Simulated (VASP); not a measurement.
An input for Quantum ESPRESSO's pw.x (written as the equivalent of a VASP run, and not itself run):

```
&CONTROL
  calculation = 'scf'
  pseudo_dir = './pseudo'
  outdir = './out'
  tprnfor = .true.
  tstress = .true.
/
&SYSTEM
  ibrav = 0
  nat = 8
  ntyp = 3
  ecutwfc = 92
  occupations = 'smearing'
  smearing = 'fermi-dirac'
  degauss = 0.00147
  input_dft = 'pbe'
/
&ELECTRONS
  conv_thr = 7.3e-08
  electron_maxstep = 100
/
ATOMIC_SPECIES
  Ga 69.723 Ga.upf
  Cu 63.546 Cu.upf
  Se 78.971 Se.upf
CELL_PARAMETERS angstrom
    -2.8330500    2.8330500    5.5651000
     2.8330500   -2.8330500    5.5651000
     2.8330500    2.8330500   -5.5651000
ATOMIC_POSITIONS crystal
  Ga   0.5000000  0.5000000  0.0000000
  Ga   0.2500000  0.7500000  0.5000000
  Cu   0.0000000  0.0000000  0.0000000
  Cu   0.7500000  0.2500000  0.5000000
  Se   0.8750000  0.8750000  0.5000000
  Se   0.1250000  0.6250000  0.0000000
  Se   0.3750000  0.3750000  0.5000000
  Se   0.6250000  0.1250000  0.0000000
K_POINTS automatic
  3 3 3 0 0 0
```

Problem. Translate this input to VASP (INCAR, KPOINTS, POSCAR, choice of POTCAR).

Solution. One answer among several that fit: 
File KPOINTS:
```
Automatic
0
G
 3 3 3
```

**INCAR**
```
SYSTEM = CuGaSe2
PREC = Accurate
ENCUT = 300
EDIFF = 1E-6
NELM = 100
ALGO = Normal
LREAL = .FALSE.
LASPH = .TRUE.
ISMEAR = -1
SIGMA = 0.02
GGA = PE
LMAXMIX = 4
LWAVE = .FALSE.
LCHARG = .FALSE.
ISIF = 2
```

POSCAR:
```
CuGaSe2
5.56510
 -0.5090744102   0.5090744102   1.0000000000
  0.5090744102  -0.5090744102   1.0000000000
  0.5090744102   0.5090744102  -1.0000000000
Ga Cu Se
2 2 4
Cart
  0.0000000000   0.0000000000   1.0000000000
  0.5090744102   0.0000000000   0.5000000000
  0.0000000000   0.0000000000   0.0000000000
  0.0000000000   0.5090744102   0.5000000000
  0.2545372051   0.2545372051   1.2500000000
  0.2545372051  -0.2545372051   0.7500000000
  0.2545372051   0.2545372051   0.2500000000
 -0.2545372051   0.2545372051   0.7500000000
```

POTCAR, in this order: Ga_d Cu Se (PBE.64 set). Program: vasp_std.

The two are equivalent in intent, not identical: the potentials are each code's own (VASP's PAW set, PseudoDojo norm-conserving files in pw.x), so ENCUT and ecutwfc are chosen apart and not converted; conv_thr bounds pw.x's estimated SCF error, while EDIFF bounds the energy change between steps.

The structure is a typed CuGaSe2 crystal. The cell was not relaxed at this level. The k-mesh is coarse (spacing up to 0.52 per Å, 2π included), so the numbers may not be converged in it.
